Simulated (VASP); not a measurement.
# Zone-centre spectra of GaN, part 2 of 6

Aim: the Raman spectrum of GaN from finite differences. The cell is of the zinc-blende type, one of the forms listed for this formula. The start is a computed cell from the Materials Project.

VASP 6.6.1, plane waves and PAW; the level of theory is named at each step.

So far. Step 3 (Relaxation): The forces stay under 1e-4 eV/Å, and the volume now lies -3.1 % from that of the session's start. The relaxed cell has a = 4.461 Å (conventional setting).

## Step 4: Modes at the zone centre

Level of this step: LDA; plane waves and PAW (Ga_d, N) (VASP).

IBRION = 8 with LEPSILON gives the zone-centre modes, the Born charges and the dielectric tensor by perturbation theory.

Contents of INCAR:

```
SYSTEM = GaN
PREC = Accurate
ENCUT = 520
EDIFF = 1E-08
NELM = 100
ISMEAR = 0
SIGMA = 0.01
LREAL = .FALSE.
ALGO = Normal
GGA = CA
NBANDS = 15
LWAVE = .FALSE.
LCHARG = .FALSE.
KPAR = 2
LEPSILON = .TRUE.
IBRION = 8
NSW = 1
```

Contents of POSCAR:

```
GaN
1.0
    0.0000000000      2.2303295905      2.2303295905
    2.2303295905      0.0000000000      2.2303295905
    2.2303295905      2.2303295905      0.0000000000
Ga N
1 1
Direct
    0.0000000000      0.0000000000      0.0000000000
    0.2500000000      0.2500000000      0.2500000000
```

Contents of KPOINTS:

```
Automatic mesh
0
Gamma
11 11 11
0 0 0
```

The projector-augmented-wave data sets are Ga_d and N (PBE family, release 64).

Run with:

```sh
$ mpirun -np 2 vasp_std
```

Output:

```text
[... set-up lines as in an earlier step ...]
 entering main loop
       N       E                     dE             d eps       ncg     rms          rms(c)
DAV:   1     0.808450044259E+02    0.80845E+02   -0.94167E+03  1862   0.217E+03
DAV:   2    -0.101955512343E+02   -0.91041E+02   -0.84513E+02  1974   0.335E+02
DAV:   3    -0.158662273508E+02   -0.56707E+01   -0.56479E+01  1827   0.745E+01
DAV:   4    -0.159339344285E+02   -0.67707E-01   -0.67696E-01  2182   0.865E+00
DAV:   5    -0.159347823484E+02   -0.84792E-03   -0.84792E-03  1932   0.863E-01    0.740E+00
DAV:   6    -0.140457160884E+02    0.18891E+01   -0.47622E+00  2520   0.450E+01    0.268E+00
DAV:   7    -0.140254657593E+02    0.20250E-01   -0.28988E-01  1904   0.630E+00    0.171E+00
DAV:   8    -0.140021156650E+02    0.23350E-01   -0.68282E-02  1983   0.281E+00    0.729E-01
DAV:   9    -0.139983574733E+02    0.37582E-02   -0.13324E-02  2403   0.243E+00    0.199E-01
DAV:  10    -0.139984433953E+02   -0.85922E-04   -0.13718E-03  2022   0.478E-01    0.113E-01
DAV:  11    -0.139984113114E+02    0.32084E-04   -0.10872E-04  2576   0.198E-01    0.176E-02
DAV:  12    -0.139984119879E+02   -0.67651E-06   -0.99971E-06  1998   0.390E-02    0.115E-02
DAV:  13    -0.139984119130E+02    0.74845E-07   -0.37743E-07  2087   0.718E-03    0.434E-03
DAV:  14    -0.139984118941E+02    0.18896E-07   -0.84359E-08  1926   0.218E-03    0.746E-04
DAV:  15    -0.139984118914E+02    0.26826E-08   -0.27596E-09  1232   0.674E-04
   1 F= -.13998412E+02 E0= -.13998412E+02  d E =-.880960E-37
 Linear response reoptimize wavefunctions to high precision
DAV:   1    -0.139984118919E+02   -0.46975E-09   -0.67857E-10  1211   0.268E-04
DAV:   2    -0.139984118919E+02   -0.59117E-11   -0.73664E-11  1134   0.902E-05
 Linear response G [H, r] |phi>, progress :
  Direction:   1
       N       E                     dE             d eps       ncg     rms
 LRF_COMMUTATOR internal error: the vector H(1)-e(1) S(1) |phi(0)> is not orthog
 onal to |phi(0)> (-1.102742010148580E-004,-1.501576640805524E-014)
 LRF_COMMUTATOR internal error: the vector H(1)-e(1) S(1) |phi(0)> is not orthog
 onal to |phi(0)> (1.073493201706466E-004,1.229225055077166E-014)
 LRF_COMMUTATOR internal error: the vector H(1)-e(1) S(1) |phi(0)> is not orthog
 onal to |phi(0)> (1.024150243360330E-004,-2.084964145776524E-014)
RMM:   1    -0.460547594765E+02   -0.46055E+02   -0.83716E+00  2055   0.277E+02
 LRF_COMMUTATOR internal error: the vector H(1)-e(1) S(1) |phi(0)> is not orthog
 onal to |phi(0)> (1.073493201706466E-004,1.229225055077166E-014)
 LRF_COMMUTATOR internal error: the vector H(1)-e(1) S(1) |phi(0)> is not orthog
 onal to |phi(0)> (-1.102742010148580E-004,-1.501576640805524E-014)
 LRF_COMMUTATOR internal error: the vector H(1)-e(1) S(1) |phi(0)> is not orthog
 onal to |phi(0)> (1.024150243360330E-004,-2.084964145776524E-014)
RMM:   2    -0.481822258163E+02   -0.21275E+01   -0.73490E+01  3295   0.600E+01
 LRF_COMMUTATOR internal error: the vector H(1)-e(1) S(1) |phi(0)> is not orthog
 onal to |phi(0)> (-1.102742010148580E-004,-1.501576640805524E-014)
 LRF_COMMUTATOR internal error: the vector H(1)-e(1) S(1) |phi(0)> is not orthog
 onal to |phi(0)> (1.073493201706466E-004,1.229225055077166E-014)
 LRF_COMMUTATOR internal error: the vector H(1)-e(1) S(1) |phi(0)> is not orthog
 onal to |phi(0)> (1.024150243360330E-004,-2.084964145776524E-014)
RMM:   3    -0.497117337674E+02   -0.15295E+01   -0.43161E+00  3413   0.170E+01
RMM:   4    -0.496752834470E+02    0.36450E-01   -0.12798E-01  3663   0.366E+00
RMM:   5    -0.496820283695E+02   -0.67449E-02   -0.93610E-04  3742   0.782E-01
RMM:   6    -0.496822920790E+02   -0.26371E-03    0.67696E-03  3754   0.233E-01
RMM:   7    -0.496829843305E+02   -0.69225E-03    0.82771E-04  3802   0.741E-02
RMM:   8    -0.496829408354E+02    0.43495E-04    0.14020E-03  3811   0.248E-02
RMM:   9    -0.496830745809E+02   -0.13375E-03    0.91944E-05  3806   0.812E-03
RMM:  10    -0.496830625889E+02    0.11992E-04    0.21500E-04  3672   0.324E-03
RMM:  11    -0.496830828547E+02   -0.20266E-04    0.12768E-05  3415   0.158E-03
RMM:  12    -0.496830811642E+02    0.16905E-05    0.28895E-05  3009   0.107E-03
RMM:  13    -0.496830839693E+02   -0.28050E-05    0.12293E-05  2661   0.862E-04
RMM:  14    -0.496830837815E+02    0.18778E-06   -0.23719E-05  2320   0.842E-04
RMM:  15    -0.496830840129E+02   -0.23140E-06   -0.35729E-05  2065   0.835E-04
RMM:  16    -0.496830841381E+02   -0.12517E-06   -0.62619E-06  1974   0.832E-04
 Linear response G [H, r] |phi>, progress :
  Direction:   2
       N       E                     dE             d eps       ncg     rms
RMM:   1    -0.460231098130E+02   -0.46023E+02   -0.31442E+01  2023   0.274E+02
RMM:   2    -0.488492580715E+02   -0.28261E+01   -0.67658E+01  3302   0.596E+01
RMM:   3    -0.503663399594E+02   -0.15171E+01   -0.43353E+00  3399   0.171E+01
RMM:   4    -0.503227669139E+02    0.43573E-01   -0.12479E-01  3632   0.357E+00
RMM:   5    -0.503299832878E+02   -0.72164E-02   -0.14658E-03  3733   0.798E-01
RMM:   6    -0.503302835666E+02   -0.30028E-03    0.66253E-03  3737   0.239E-01
RMM:   7    -0.503309753373E+02   -0.69177E-03    0.83243E-04  3785   0.744E-02
RMM:   8    -0.503309325221E+02    0.42815E-04    0.14074E-03  3807   0.250E-02
RMM:   9    -0.503310683885E+02   -0.13587E-03    0.70803E-05  3765   0.893E-03
RMM:  10    -0.503310546094E+02    0.13779E-04    0.21150E-04  3662   0.357E-03
RMM:  11    -0.503310746358E+02   -0.20026E-04    0.11564E-05  3365   0.186E-03
RMM:  12    -0.503310729857E+02    0.16501E-05    0.27673E-05  3001   0.128E-03
RMM:  13    -0.503310757209E+02   -0.27352E-05    0.63523E-06  2617   0.107E-03
RMM:  14    -0.503310755132E+02    0.20772E-06   -0.63677E-05  2248   0.105E-03
RMM:  15    -0.503310763840E+02   -0.87083E-06   -0.29613E-05  2089   0.103E-03
RMM:  16    -0.503310763114E+02    0.72637E-07   -0.49440E-05  1976   0.101E-03
 Linear response G [H, r] |phi>, progress :
  Direction:   3
       N       E                     dE             d eps       ncg     rms
 LRF_COMMUTATOR internal error: the vector H(1)-e(1) S(1) |phi(0)> is not orthog
 onal to |phi(0)> (-1.181595876451613E-004,-1.085243006571091E-014)
 LRF_COMMUTATOR internal error: the vector H(1)-e(1) S(1) |phi(0)> is not orthog
 onal to |phi(0)> (-1.409276560269124E-004,-1.088018564132653E-014)
 LRF_COMMUTATOR internal error: the vector H(1)-e(1) S(1) |phi(0)> is not orthog
 onal to |phi(0)> (-1.418047765715524E-004,4.252154184314350E-014)
 LRF_COMMUTATOR internal error: the vector H(1)-e(1) S(1) |phi(0)> is not orthog
 onal to |phi(0)> (-1.101710434818770E-004,3.702593787124897E-014)
 LRF_COMMUTATOR internal error: the vector H(1)-e(1) S(1) |phi(0)> is not orthog
[...]
RMM:   1    -0.514952335628E-01   -0.51495E-01    0.94919E-01  1830   0.634E+00
RMM:   2    -0.194169445870E+00   -0.14267E+00   -0.24264E-02  3450   0.139E+00
RMM:   3    -0.195600600742E+00   -0.14312E-02   -0.31638E-03  3458   0.379E-01
RMM:   4    -0.195732884334E+00   -0.13228E-03   -0.21277E-04  3571   0.103E-01
RMM:   5    -0.195746471879E+00   -0.13588E-04   -0.20257E-05  3575   0.260E-02
RMM:   6    -0.195746581911E+00   -0.11003E-06   -0.16769E-06  3556   0.746E-03
RMM:   7    -0.195746602841E+00   -0.20930E-07   -0.20633E-07  3385   0.236E-03
RMM:   8    -0.195746601620E+00    0.12207E-08    0.12156E-09  2891   0.709E-04
 change of polarisation eV/A/(eV/A) component  3 :     0.074    -0.101     0.391
 dielectric tensor                  component  3 :     0.606    -0.821     4.193
 Linear response to external field, progress :
  Direction:   1
       N       E                     dE             d eps       ncg     rms          rms(c)
RMM:   1    -0.483268850583E-01   -0.48327E-01    0.17112E+00  7019   0.747E+00
RMM:   2    -0.303059421928E+00   -0.25473E+00   -0.29040E-02 13311   0.152E+00    0.844E-01
RMM:   3    -0.298326453467E+00    0.47330E-02   -0.45936E-03 13104   0.580E-01    0.482E-01
RMM:   4    -0.306545464404E+00   -0.82190E-02   -0.44265E-03 13189   0.580E-01    0.343E-02
RMM:   5    -0.306647984955E+00   -0.10252E-03   -0.34496E-04 13651   0.143E-01    0.285E-02
RMM:   6    -0.306665078325E+00   -0.17093E-04   -0.38401E-05 13322   0.365E-02    0.124E-02
RMM:   7    -0.306898885503E+00   -0.23381E-03   -0.63989E-06 13188   0.158E-02    0.157E-03
RMM:   8    -0.306898821038E+00    0.64465E-07   -0.11259E-06 13765   0.448E-03    0.300E-04
RMM:   9    -0.306902464601E+00   -0.36436E-05   -0.24000E-07 13525   0.108E-03    0.882E-05
RMM:  10    -0.306900042135E+00    0.24225E-05   -0.13273E-07 13628   0.320E-04    0.335E-05
RMM:  11    -0.306896299428E+00    0.37427E-05   -0.46688E-08  9696   0.105E-04    0.139E-05
RMM:  12    -0.306897869945E+00   -0.15705E-05   -0.59379E-08  5212   0.590E-05    0.222E-06
 change of polarisation eV/A/(eV/A) component  1 :     0.583     0.120     0.067
 dielectric tensor                  component  1 :     5.753     0.979     0.548
 Linear response to external field, progress :
  Direction:   2
       N       E                     dE             d eps       ncg     rms          rms(c)
RMM:   1    -0.483620679259E-01   -0.48362E-01    0.17109E+00  7019   0.747E+00
RMM:   2    -0.303049698702E+00   -0.25469E+00   -0.29104E-02 13308   0.152E+00    0.844E-01
RMM:   3    -0.298326178097E+00    0.47235E-02   -0.46057E-03 13103   0.580E-01    0.482E-01
RMM:   4    -0.306546461260E+00   -0.82203E-02   -0.44310E-03 13195   0.580E-01    0.343E-02
RMM:   5    -0.306647291705E+00   -0.10083E-03   -0.34334E-04 13663   0.143E-01    0.285E-02
RMM:   6    -0.306667134094E+00   -0.19842E-04   -0.38098E-05 13321   0.366E-02    0.124E-02
RMM:   7    -0.306903636740E+00   -0.23650E-03   -0.63513E-06 13197   0.158E-02    0.157E-03
RMM:   8    -0.306897359003E+00    0.62777E-05   -0.10833E-06 13763   0.448E-03    0.300E-04
RMM:   9    -0.306902159545E+00   -0.48005E-05   -0.27047E-07 13512   0.107E-03    0.870E-05
RMM:  10    -0.306899254132E+00    0.29054E-05   -0.12819E-07 13619   0.317E-04    0.333E-05
RMM:  11    -0.306898280539E+00    0.97359E-06   -0.38399E-08 10000   0.107E-04    0.119E-05
RMM:  12    -0.306899063206E+00   -0.78267E-06   -0.49814E-08  4764   0.562E-05    0.196E-06
 change of polarisation eV/A/(eV/A) component  2 :     0.101     0.583     0.061
 dielectric tensor                  component  2 :     0.826     5.753     0.496
 Linear response to external field, progress :
  Direction:   3
       N       E                     dE             d eps       ncg     rms          rms(c)
RMM:   1    -0.483553201377E-01   -0.48355E-01    0.17109E+00  7019   0.747E+00
RMM:   2    -0.303059480108E+00   -0.25470E+00   -0.29041E-02 13310   0.152E+00    0.844E-01
RMM:   3    -0.298325333929E+00    0.47341E-02   -0.45894E-03 13108   0.580E-01    0.482E-01
RMM:   4    -0.306544987601E+00   -0.82197E-02   -0.44315E-03 13192   0.580E-01    0.343E-02
RMM:   5    -0.306648054004E+00   -0.10307E-03   -0.34285E-04 13654   0.143E-01    0.285E-02
RMM:   6    -0.306667142052E+00   -0.19088E-04   -0.37697E-05 13322   0.365E-02    0.124E-02
RMM:   7    -0.306902955669E+00   -0.23581E-03   -0.62858E-06 13190   0.158E-02    0.157E-03
RMM:   8    -0.306900306306E+00    0.26494E-05   -0.10884E-06 13770   0.447E-03    0.291E-04
RMM:   9    -0.306899685636E+00    0.62067E-06   -0.24608E-07 13524   0.107E-03    0.890E-05
RMM:  10    -0.306899786532E+00   -0.10090E-06   -0.12937E-07 13626   0.323E-04    0.333E-05
RMM:  11    -0.306901233732E+00   -0.14472E-05   -0.52406E-08  9707   0.105E-04    0.139E-05
RMM:  12    -0.306899535544E+00    0.16982E-05   -0.62872E-08  5223   0.592E-05    0.216E-06
 change of polarisation eV/A/(eV/A) component  3 :     0.081     0.106     0.583
 dielectric tensor                  component  3 :     0.662     0.864     5.753
 Linear response DOF=           2
 Linear response progress:
  Degree of freedom:   1/  2
       N       E                     dE             d eps       ncg     rms          rms(c)
RMM:   1    -0.161430153320E+00   -0.16143E+00    0.29831E-01  8247   0.934E+00
RMM:   2    -0.158984315545E+00    0.24458E-02   -0.34400E-02 12532   0.167E+00    0.559E-02
RMM:   3    -0.159265857488E+00   -0.28154E-03   -0.24744E-03 12787   0.404E-01    0.341E-02
RMM:   4    -0.158911513087E+00    0.35434E-03   -0.15348E-04 13359   0.112E-01    0.395E-03
RMM:   5    -0.158924112284E+00   -0.12599E-04    0.42066E-05 13685   0.318E-02    0.234E-03
RMM:   6    -0.158921534680E+00    0.25776E-05    0.28429E-05 13795   0.999E-03    0.333E-04
RMM:   7    -0.158922919299E+00   -0.13846E-05    0.16027E-05 13860   0.345E-03    0.190E-04
RMM:   8    -0.158923776563E+00   -0.85726E-06    0.88588E-06 13865   0.119E-03    0.348E-05
RMM:   9    -0.158924009997E+00   -0.23343E-06    0.49553E-06 13882   0.440E-04    0.108E-05
RMM:  10    -0.158924167580E+00   -0.15758E-06    0.26800E-06 13848   0.180E-04    0.302E-06
RMM:  11    -0.158924275030E+00   -0.10745E-06    0.16275E-06 13978   0.810E-05    0.844E-07
RMM:  12    -0.158924409793E+00   -0.13476E-06    0.63653E-07 13535   0.458E-05    0.210E-07
RMM:  13    -0.158924366774E+00    0.43019E-07    0.31275E-07 10519   0.317E-05    0.137E-07
RMM:  14    -0.158924406197E+00   -0.39423E-07    0.15200E-07  9074   0.260E-05    0.495E-08
 first order change of Fermi-energy   0.12309E-04
 force on displaced ion       1 direction 1 : -13.149  -0.000  -0.000
 Born effective charge ion    1 direction 1 :   2.625   0.000   0.000
 Linear response progress:
  Degree of freedom:   2/  2
       N       E                     dE             d eps       ncg     rms          rms(c)
RMM:   2    -0.232016129462E+00    0.79843E-02   -0.90641E-03 11381   0.104E+00    0.137E-01
RMM:   3    -0.233019916488E+00   -0.10038E-02   -0.14779E-03 12547   0.338E-01    0.674E-02
RMM:   4    -0.234159046243E+00   -0.11391E-02   -0.34155E-04 12374   0.135E-01    0.168E-02
RMM:   5    -0.234228237182E+00   -0.69191E-04   -0.13663E-05 12884   0.345E-02    0.288E-03
RMM:   6    -0.234172738930E+00    0.55498E-04   -0.88638E-07 12415   0.961E-03    0.141E-03
RMM:   7    -0.234164706575E+00    0.80324E-05   -0.80926E-08 13152   0.229E-03    0.298E-04
RMM:   8    -0.234161251803E+00    0.34548E-05   -0.17012E-08 12776   0.644E-04    0.380E-05
RMM:   9    -0.234160752789E+00    0.49901E-06   -0.56835E-09 13064   0.193E-04    0.111E-05
RMM:  10    -0.234161053392E+00   -0.30060E-06   -0.31324E-09 12755   0.773E-05    0.120E-06
RMM:  11    -0.234160938516E+00    0.11488E-06   -0.34771E-09 12972   0.381E-05    0.739E-07
RMM:  12    -0.234161086217E+00   -0.14770E-06   -0.30114E-09 11955   0.264E-05    0.215E-07
RMM:  13    -0.234160980717E+00    0.10550E-06   -0.34416E-09  8562   0.229E-05    0.495E-08
 first order change of Fermi-energy   0.31929E-03
 force on displaced ion       2 direction 1 : -13.132  -0.000  -0.000
 Born effective charge ion    2 direction 1 :  -2.627   0.000   0.000
 Born effective charges drift removed
 Linear response finished
```

Run time: 5.6 min. Hardware: 2 MPI ranks of AMD EPYC 7R43, shared host; peak memory 0.5 GiB.

(Continued in part 3 of 6.)

[Lines on the potential files, build, host, timing and source positions are cut from VASP's logs without a mark.]

[Logs are printed without paths, hosts, clocks, repeated set-up lines and the standing remarks that a program may print on its own settings, such as how far it seeks lower states.]

[Hosts, paths, dates, database ids (printed as entryN), source tags and the programs' standing remarks are cut or masked in the printed files.]
